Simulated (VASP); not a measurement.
Write the native input for VASP 6.6.1 that does the following.

```
Task                   : relaxation of cell and atoms
Functional             : PBE
Potentials or basis    : VASP PAW PBE potentials, release 64 (Ba_sv, As, Mg, F)
Cutoff                 : 600 eV
k mesh                 : 6 × 6 × 4
Occupations            : gaussian, width 0.03 eV
Spin                   : no spin polarisation
Further INCAR settings : ALGO = Normal; EDIFF = 1e-06; IBRION = 2; EDIFFG = -0.01; NSW = 90; ISIF = 3
```

The structure of BaMgAsF lies in POSCAR:

```
BaMgAsF
1.0
    4.3855000000      0.0000000000      0.0000000000
    0.0000000000      4.3855000000      0.0000000000
    0.0000000000      0.0000000000      9.5918000000
Ba As Mg F
2 2 2 2
Direct
    0.5000000000      0.0000000000      0.1547000000
    0.0000000000      0.5000000000      0.8453000000
    0.5000000000      0.0000000000      0.6610000000
    0.0000000000      0.5000000000      0.3390000000
    0.5000000000      0.5000000000      0.5000000000
    0.0000000000      0.0000000000      0.5000000000
    0.5000000000      0.5000000000      0.0000000000
    0.0000000000      0.0000000000      0.0000000000
```

The cell comes from a database or a generator and needn't be the stable form of this composition.

These files were run (other wordings do the same):

INCAR

```
PREC     = Accurate       # precision mode
ENCUT    = 600            # plane-wave cutoff, eV
EDIFF    = 1E-6           # SCF threshold, eV
ISMEAR   = 0              # smearing method
SIGMA    = 0.03           # smearing width, eV
LREAL    = F              # projectors in reciprocal space
LASPH    = T              # aspherical terms in the spheres
NELM     = 80             # most SCF steps
ALGO     = Normal         # electronic algorithm
ISIF     = 3              # what is computed and relaxed
LWAVE    = F              # write WAVECAR
LCHARG   = F              # write CHGCAR
GGA      = PE             # functional
IBRION   = 2              # ionic algorithm
NSW      = 90             # ionic steps
EDIFFG   = -0.01          # ionic threshold
KPAR     = 2
```

KPOINTS

```
regular mesh
0
Gamma
  6 6 4
```

Potentials or basis: VASP PAW PBE potentials, release 64 (Ba_sv, As, Mg, F).

The run is started by

```sh
$ cat potpaw_PBE.64/Ba_sv/POTCAR potpaw_PBE.64/As/POTCAR potpaw_PBE.64/Mg/POTCAR potpaw_PBE.64/F/POTCAR > POTCAR
$ mpirun -np 2 vasp_std > vasp.out
```

Results of the run:

* Relaxed volume: 23.87 Å³/atom
* Relaxed cell: a = 4.429 Å, b = 4.429 Å, c = 9.732 Å, α = 90.00°, β = 90.00°, γ = 90.00°
* Space group after relaxing (to 0.05 Å): P4/nmm (No. 129)
* Energy gained by relaxing: 4.7 meV/atom
* Ionic steps: 5
* Pressure after relaxing: 0.0 GPa
* Largest force after relaxing: 0.008 eV/Å
* Band gap on the k mesh: 1.56 eV, direct

Caveat: spin-orbit coupling is left out, which moves the levels of the heavy elements.

Run time: 2.4 min on 2 MPI ranks on Intel(R) Xeon(R) 6975P-C (Granite Rapids) (shared host), peak memory 0.48 GiB a rank.
